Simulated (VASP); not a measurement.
Wanted: the native input for a VASP 6.6.1 run.

- Task: single point
- Functional: LDA
- Potentials or basis: VASP PAW LDA potentials, release 64 (Y_sv, Cu)
- Cutoff: 520 eV
- k mesh: 6 × 6 × 6
- Occupations: gaussian, width 0.1 eV
- Spin: no spin polarisation
- Dipole correction: no
- Further INCAR settings: ALGO = Normal; EDIFF = 1e-06; NBANDS = 18

The structure of YCu lies in POSCAR:

```
YCu
1.0
    3.4581153900      0.0000000000      0.0000000000
    0.0000000000      3.4581153900      0.0000000000
    0.0000000000      0.0000000000      3.4581153900
Y Cu
1 1
Direct
    0.0000000000      0.0000000000      0.0000000000
    0.5000000000      0.5000000000      0.5000000000
```

The cell comes from a database or a generator and needn't be the stable form of this composition.

The input as run:

INCAR

```
PREC     = Accurate       # precision mode
ENCUT    = 520            # plane-wave cutoff, eV
EDIFF    = 1E-6           # SCF threshold, eV
ISMEAR   = 0              # smearing method
SIGMA    = 0.1            # smearing width, eV
LREAL    = F              # projectors in reciprocal space
LASPH    = T              # aspherical terms in the spheres
NELM     = 100            # most SCF steps
ALGO     = Normal         # electronic algorithm
ISIF     = 2              # what is computed and relaxed
LWAVE    = F              # write WAVECAR
LCHARG   = F              # write CHGCAR
NBANDS   = 18             # bands
```

KPOINTS

```
regular mesh
0
Gamma
  6 6 6
```

Potentials or basis: VASP PAW LDA potentials, release 64 (Y_sv, Cu).

Launch:

```bash
$ cat potpaw_LDA.64/Y_sv/POTCAR potpaw_LDA.64/Cu/POTCAR > POTCAR
$ mpirun -np 1 vasp_std > vasp.out
```

Results of the run:

* Pressure: -4.8 GPa
* Band gap on the k mesh: none (metal or under the smearing width)

It took 9.5 s on 1 thread of Intel(R) Xeon(R) Platinum 8559C (Emerald Rapids) (shared host), peak memory 0.15 GiB.
